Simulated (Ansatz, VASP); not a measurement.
# Cross-check of LiF (Griceite) between VASP and Ansatz, part 2 of 2

Wanted: the spread between two codes on one cell, functional and k mesh. The cell is taken from a series of VASP runs on this material, whose earlier steps may have relaxed, scaled or displaced it; both programs get it as it stands. Valence electrons are named where the data sets of a main pair hold unlike numbers.

VASP 6.6.1 and Ansatz 0.2.0.

So far. Step 4 (Differences): The walks stopped with 0.01 GPa left in Ansatz and -0.01 GPa in VASP; each walk ends within a tolerance, so the volume difference is uncertain by about these residues over the bulk modulus, most in soft cells.

## 6. VASP: band structure, HSE06

Level of this step: HSE06; plane waves and PAW (F, Li_sv) (VASP).

The same cell, functional, mesh and smearing now go to VASP, with its own data sets.

The run reads the wave functions of an earlier VASP run, which isn't shown here.

INCAR reads:

```
SYSTEM = LiF
PREC = Accurate
ENCUT = 580
EDIFF = 1E-06
NELM = 100
ISMEAR = 0
SIGMA = 0.03
LREAL = .FALSE.
ALGO = Normal
LHFCALC = .TRUE.
AEXX = 0.25
GGA = PE
HFSCREEN = 0.2
LASPH = .TRUE.
NBANDS = 11
PRECFOCK = Fast
LORBIT = 11
LWAVE = .FALSE.
LCHARG = .FALSE.
KPAR = 4
```

POSCAR reads:

```
LiF
1.0
    0.0000000000      2.0140000000      2.0140000000
    2.0140000000      0.0000000000      2.0140000000
    2.0140000000      2.0140000000      0.0000000000
F Li
1 1
Direct
    0.5000000000      0.5000000000      0.5000000000
    0.0000000000      0.0000000000      0.0000000000
```

KPOINTS reads:

```
Automatic mesh
0
Gamma
6 6 6
0 0 0
```

KPOINTS_OPT reads:

```
Line mode
10
Line-mode
Reciprocal
  0.00000000   0.00000000   0.00000000 GAMMA
  0.50000000   0.00000000   0.50000000 X

  0.50000000   0.00000000   0.50000000 X
  0.50000000   0.25000000   0.75000000 W

  0.50000000   0.25000000   0.75000000 W
  0.37500000   0.37500000   0.75000000 K

  0.37500000   0.37500000   0.75000000 K
  0.00000000   0.00000000   0.00000000 GAMMA

  0.00000000   0.00000000   0.00000000 GAMMA
  0.50000000   0.50000000   0.50000000 L

  0.50000000   0.50000000   0.50000000 L
  0.62500000   0.25000000   0.62500000 U

  0.62500000   0.25000000   0.62500000 U
  0.50000000   0.25000000   0.75000000 W

  0.50000000   0.25000000   0.75000000 W
  0.50000000   0.50000000   0.50000000 L

  0.50000000   0.50000000   0.50000000 L
  0.37500000   0.37500000   0.75000000 K

  0.62500000   0.25000000   0.62500000 U
  0.50000000   0.00000000   0.50000000 X
```

Potentials, in the order of the species: F and Li_sv (PBE family, release 64).

The run is started by

```sh
mpirun -np 4 vasp_std
```

Numbers of over 12 decimals in the logs are rounded to 6 here.

Output:

```text
[banner, memory and clock lines left out]
running    4 mpi-ranks, on    1 nodes
[...]
LDA part: xc-table for (Slater+PW92), standard interpolation
 found WAVECAR, reading the header
 POSCAR, INCAR and KPOINTS ok, starting setup
[...]
reading WAVECAR
 the WAVECAR file was read successfully
 initial charge from wavefunction
 entering main loop
       N       E                     dE             d eps       ncg     rms          rms(c)
DAV:   1    -0.114294009215E+02   -0.11429E+02   -0.12503E+00   488   0.795E+00    0.108E+00
DAV:   2    -0.114088666518E+02    0.20534E-01   -0.59068E-02   376   0.240E+00    0.411E-01
DAV:   3    -0.114066872999E+02    0.21794E-02   -0.19397E-02   391   0.106E+00    0.261E-01
DAV:   4    -0.114063149281E+02    0.37237E-03   -0.43540E-04   449   0.195E-01    0.161E-01
DAV:   5    -0.114060583945E+02    0.25653E-03   -0.33605E-04   464   0.179E-01    0.792E-02
DAV:   6    -0.114060062749E+02    0.52120E-04   -0.50183E-05   486   0.763E-02    0.430E-02
DAV:   7    -0.114059898927E+02    0.16382E-04   -0.11493E-05   445   0.334E-02    0.255E-02
DAV:   8    -0.114059859077E+02    0.39851E-05   -0.45216E-06   468   0.207E-02    0.155E-02
DAV:   9    -0.114059852026E+02    0.70506E-06   -0.11889E-06   422   0.124E-02
   1 F= -.11405985E+02 E0= -.11405985E+02  d E =-.194782E-14
 Start KPOINTS_OPT (optional k-point list driver)
k-point batch [1-16\100]
       N       E                     dE             ncg
DAV:   1    -0.172446817992E+04   -0.78235E+04      360
DAV:   2    -0.257074370172E+04   -0.84628E+03      403
DAV:   3    -0.260218233130E+04   -0.31439E+02      469
DAV:   4    -0.260256739803E+04   -0.38507E+00      456
DAV:   5    -0.260256999047E+04   -0.25924E-02      511
DAV:   6    -0.260257001615E+04   -0.25678E-04      483
DAV:   7    -0.260257001650E+04   -0.35256E-06      469
[...]
k-point batch [97-100\100]
       N       E                     dE             ncg
DAV:   1     0.607277797733E+04   -0.26552E+04       96
DAV:   2     0.588920557550E+04   -0.18357E+03      103
DAV:   3     0.588461704990E+04   -0.45885E+01      125
DAV:   4     0.588458689148E+04   -0.30158E-01      109
DAV:   5     0.588458678050E+04   -0.11098E-03      141
DAV:   6     0.588458678026E+04   -0.23890E-06      111
```

From OUTCAR (step 6):

```text
 POSITION                                       TOTAL-FORCE (eV/Angst)
 -----------------------------------------------------------------------------------
      2.01400      2.01400      2.01400         0.000000      0.000000      0.000000
      0.00000      0.00000      0.00000        -0.000000     -0.000000     -0.000000
 -----------------------------------------------------------------------------------
    total drift:                                0.000000      0.000000     -0.000000

  FREE ENERGIE OF THE ION-ELECTRON SYSTEM (eV)
  ---------------------------------------------------
  free  energy   TOTEN  =       -11.4059852026 eV

  energy  without entropy=      -11.4059852026  energy(sigma->0) =      -11.40598520

[... 3 further parts left out ...]
[key lines of the parts left out:]
E-fermi :  -2.5980
```

## 7. Comparison

What differs besides the data sets and the points named for the pairs above, as far as they apply: exact exchange at q = 0 is treated differently, which shows on coarse meshes; VASP keeps PBE cores, Ansatz makes them for the functional; the cutoff is 420 eV in Ansatz and 580 eV in VASP; VASP takes a coarser grid for exact exchange (PRECFOCK = Fast). Total energies have different zeros and are not compared.

Both answers:

```csv
quantity,Ansatz,VASP,difference
gap over the path points (eV),11.423,11.412,+0.011
```

Levels at points of the path, from each program's valence-band top (eV; 3 filled, then empty):

```csv
k (reciprocal lattice),Ansatz,VASP
0.000 0.000 0.000,0.00 0.00 0.00 11.42 26.73,0.00 0.00 0.00 11.41 26.63
0.500 0.000 0.500,-3.12 -1.05 -1.05 17.44 18.80,-3.12 -1.05 -1.05 17.42 18.79
0.500 0.222 0.722,-2.33 -1.98 -0.86 17.54 17.68,-2.34 -1.98 -0.86 17.52 17.66
0.403 0.347 0.750,-2.57 -1.67 -0.79 17.03 17.50,-2.57 -1.67 -0.79 17.00 17.48
0.125 0.125 0.250,-0.92 -0.35 -0.02 12.53 21.36,-0.93 -0.35 -0.02 12.52 21.33
0.042 0.042 0.083,-0.13 -0.04 0.00 11.57 24.96,-0.13 -0.04 0.00 11.56 24.93
0.278 0.278 0.278,-1.66 -0.15 -0.15 12.88 20.13,-1.66 -0.15 -0.15 12.86 20.13
0.556 0.389 0.556,-2.52 -0.93 -0.41 14.29 18.64,-2.53 -0.93 -0.41 14.27 18.63
0.583 0.250 0.667,-2.54 -1.70 -0.80 17.11 17.50,-2.55 -1.71 -0.80 17.09 17.48
0.500 0.306 0.694,-2.23 -1.96 -0.76 16.74 17.76,-2.24 -1.96 -0.76 16.71 17.74
```

Among the levels compared at these points, filled levels agree within 8 meV and empty ones within 98 meV.

## 8. What came out

```json
{
 "difference in volume (relaxation of cell and atoms, LDA)": "0.90 %",
 "largest difference of a filled level at the path points (band structure, HSE06)": "7.7 meV"
}
```

What this shows: The difference in volume is 0.90 % (relaxation of cell and atoms, LDA), within the 1.2 % picked in this series as the mark of a large difference, as far as the stopping tolerances let one tell. How closely two codes agree says nothing of how well the functional describes the real material.

[Lines on the potential files, build, host, timing and source positions are cut from VASP's logs without a mark.]

[Logs are printed without paths, hosts, clocks, repeated set-up lines and the standing remarks that a program may print on its own settings, such as how far it seeks lower states.]

[Hosts, paths, dates, database ids (printed as entryN), source tags and the programs' standing remarks are cut or masked in the printed files.]
